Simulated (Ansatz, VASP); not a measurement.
**One calculation of Si2B2C, two programs**

The input INCAR:

```
SYSTEM = Si2B2C
PREC = Accurate ; ENCUT = 600
EDIFF = 1E-7 ; ISMEAR = 0
SIGMA = 0.1 ; LREAL = .False.
LASPH = .True. ; NELM = 100
ALGO = Normal ; ISIF = 3
LWAVE = .False. ; LCHARG = .False.
GGA = PE ; IBRION = 2
NSW = 90 ; EDIFFG = -0.04
```

File KPOINTS:

```
Automatic mesh
0
Gamma
  6 6 4
  0 0 0
```

File POSCAR:

```
Si2B2C
1.0
    2.9021133040      0.0000000000      0.0000000000
   -1.4510566520      2.5133038459      0.0000000000
    0.0000000000      0.0000000000      6.5623494395
Si B C
2 2 1
Direct
    0.3333333333      0.6666666667      0.1837126298
    0.3333333333      0.6666666667      0.8162873702
    0.6666666667      0.3333333333      0.5000000000
    0.0000000000      0.0000000000      0.0000000000
    0.3333333333      0.6666666667      0.5000000000
```

Input for Ansatz:

```yaml
crystal:
  lattice:
    - [2.902113304, 0.0, 0.0]
    - [-1.451056652, 2.5133038459, 0.0]
    - [0.0, 0.0, 6.5623494395]
  atoms:
    - { symbol: Si, position: [0.3333333333, 0.6666666667, 0.1837126298] }
    - { symbol: Si, position: [0.3333333333, 0.6666666667, 0.8162873702] }
    - { symbol: B, position: [0.6666666667, 0.3333333333, 0.5] }
    - { symbol: B, position: [0.0, 0.0, 0.0] }
    - { symbol: C, position: [0.3333333333, 0.6666666667, 0.5] }
basis:
  ecutwfc: 420
kpoints:
  mp_grid: { grid: [6, 6, 4] }
hamiltonian:
  xc: pbe
scf:
  occupations: { method: gaussian, width: 0.1 }
  lower_state_search: "off"
output:
  forces: true
  stress: true
  eigenvalues: true
relax:
  adjacent_minimum: "off"
  f_tol: 0.04
  max_steps: 70
  cell: { stress_tol: 0.4 }
```

Alike in both runs: task relaxation of cell and atoms; functional PBE; k mesh 6 × 6 × 4; occupations gaussian, width 0.1 eV; no spin polarisation.

|  | VASP | Ansatz |
| --- | --- | --- |
| version | VASP 6.6.1 | Ansatz 0.2.0 |
| potentials or method | VASP PAW PBE potentials, release 64 (Si, B, C) | scalar-relativistic, plane waves, PAW |
| plane-wave cutoff (eV) | 600 | 420 |
| valence electrons in the cell | 18 | 18 |

```csv
,VASP,Ansatz,Ansatz less VASP
"gap on the k mesh at the Fermi level, each at its own relaxed structure (eV)",none,none,-
relaxed volume (Å³/atom),9.64,9.63,-0.010
relaxed cell length with the largest relative difference (Å),2.900,2.898,-0.0021
energy change over the relaxation (meV/atom),-3,-3,-0.2
```

A gap of «none» marks a metal or a gap that the smearing closes.

Caveats: the k mesh is coarse (spacing up to 0.42 Å⁻¹), so the values aren't converged.
